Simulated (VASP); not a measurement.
An input for Quantum ESPRESSO's pw.x (written as the equivalent of a VASP run, and not itself run):

```
&CONTROL
  calculation = 'scf'
  pseudo_dir = './pseudo'
  outdir = './out'
  tprnfor = .true.
  tstress = .true.
/
&SYSTEM
  ibrav = 0
  nat = 6
  ntyp = 2
  ecutwfc = 84
  occupations = 'smearing'
  smearing = 'gaussian'
  degauss = 0.000735
  input_dft = 'pbesol'
/
&ELECTRONS
  conv_thr = 7.3e-08
  electron_maxstep = 100
/
ATOMIC_SPECIES
  Si 28.085 Si.upf
  O 15.999 O.upf
CELL_PARAMETERS angstrom
    -2.4772900    2.4772900    3.6556700
     2.4772900   -2.4772900    3.6556700
     2.4772900    2.4772900   -3.6556700
ATOMIC_POSITIONS crystal
  Si   0.0000000  0.0000000  0.0000000
  Si   0.7500000  0.2500000  0.5000000
  O    0.3750000  0.2217900  0.3467900
  O    0.7782100  0.1250000  0.1532100
  O    0.8750000  0.0282100  0.6532100
  O    0.9717900  0.6250000  0.8467900
K_POINTS automatic
  9 9 9 0 0 0
```

Q: Translate this input to VASP (INCAR, KPOINTS, POSCAR, choice of POTCAR).

A: This is not unique; one that fits is 
**KPOINTS**
```
kpoints
0
gamma
 9 9 9
```

**POSCAR**
```
SiO2
1
   -2.4772900000     2.4772900000     3.6556700000
    2.4772900000    -2.4772900000     3.6556700000
    2.4772900000     2.4772900000    -3.6556700000
Si O
2 4
Direct
  0.0000000000   0.0000000000   0.0000000000
  0.7500000000   0.2500000000   0.5000000000
  0.3750000000   0.2217900000   0.3467900000
  0.7782100000   0.1250000000   0.1532100000
  0.8750000000   0.0282100000   0.6532100000
  0.9717900000   0.6250000000   0.8467900000
```

INCAR:
```
# general
SYSTEM = SiO2
PREC   = Accurate
ENCUT  = 400   # plane-wave cut-off (eV)
LREAL  = .FALSE.
LASPH  = .TRUE.

# electronic loop
EDIFF  = 1E-6   # SCF stop (eV)
NELM   = 100   # most electronic steps
ALGO   = Normal   # blocked Davidson

# smearing
ISMEAR = 0   # Gaussian
SIGMA  = 0.01   # width (eV)

# functional
GGA    = PS   # PBEsol

# ions
ISIF   = 2   # forces and stress, cell fixed

# output
LWAVE  = .FALSE.
LCHARG = .FALSE.
```

POTCAR, in this order: Si O (PBE.64 set). Program: vasp_std.

What does not carry over: the potentials are each code's own (VASP's PAW set, PseudoDojo norm-conserving files in pw.x), so ENCUT and ecutwfc are chosen apart and not converted; conv_thr bounds pw.x's estimated SCF error, while EDIFF bounds the energy change between steps.

The structure comes from a computed database's SiO2 entry (I-42d); how it stands against other phases isn't given here. The cell was not relaxed at this level.
